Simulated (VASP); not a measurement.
Here is a VASP 6.6.1 calculation.

The input run.py:

```python
from ase.calculators.vasp import Vasp
from ase.dft.bandgap import bandgap
from ase.io import read

atoms = read('Fe3Cl.cif')
calc = Vasp(
    directory='calc',
    xc='rpbe',
    pp='PBE',
    setups='recommended',
    prec='Accurate',
    encut=520,
    ediff=1e-06,
    ismear=-1,
    sigma=0.1,
    lreal=False,
    lasph=True,
    nelm=150,
    algo='Normal',
    isif=2,
    lwave=False,
    lcharg=False,
    lmaxmix=4,
    ldautype=2,
    ldauprint=1,
    ldau_luj={'Fe': {'L': 2, 'U': 6, 'J': 0}},
    kpts=[7, 7, 7],
    gamma=True,
    nbands=24,
)
atoms.calc = calc

print('energy (eV):', atoms.get_potential_energy())
print('free energy (eV):', atoms.get_potential_energy(force_consistent=True))
print('forces (eV/A):')
print(atoms.get_forces())
print('stress (eV/A^3, Voigt):', atoms.get_stress())
print('Fermi level (eV):', calc.get_fermi_level())
gap, top, bottom = bandgap(calc)
print('band gap (eV):', gap, 'from (spin, k, band)', top, 'to', bottom)
```

The input Fe3Cl.cif:

```cif
data_Fe3Cl
_cell_length_a 4.46676667
_cell_length_b 4.46676667
_cell_length_c 4.46676667
_cell_angle_alpha 60.00000000
_cell_angle_beta 60.00000000
_cell_angle_gamma 60.00000000
_space_group_name_H-M_alt 'P1'
_space_group_name_Hall 'P 1'
_space_group_IT_number 1
loop_
_space_group_symop_operation_xyz
'x,y,z'
loop_
_atom_site_label
_atom_site_type_symbol
_atom_site_symmetry_multiplicity
_atom_site_Wyckoff_symbol
_atom_site_fract_x
_atom_site_fract_y
_atom_site_fract_z
_atom_site_occupancy
Fe1 Fe 1 a 0.2459960000 0.2622540000 0.2456770000 1
Fe2 Fe 1 a 0.7514200000 0.7595200000 0.7493460000 1
Fe3 Fe 1 a 0.4877260000 0.4933120000 0.5021860000 1
Cl1 Cl 1 a -0.0100540000 -0.0005680000 -0.0006410000 1
```

Potentials or basis: VASP PAW PBE potentials, release 64 (Fe, Cl).

Run with:

```sh
$ python run.py
```

Estimate the pressure.

-20.5 GPa.

What does it give for the largest force?

0.346 eV/Å.

Estimate the band gap on the k mesh.

none (metal or under the smearing width).

Stress tensor (GPa, compression positive):
```
-20.38   0.23  -0.05
  0.23 -20.48  -0.06
 -0.05  -0.06 -20.64
```

Caveat: the PAW data sets were made with another functional, which shifts forces and pressure a little; an odd number of electrons without spin polarisation forces a metal; a magnetic or distorted state may lie lower; the run has no spin polarisation, though such a crystal can be magnetic; U without spin polarisation on a metal has little footing. Spin polarisation is off, so any magnetic state and its effect on volume and gap are missing.
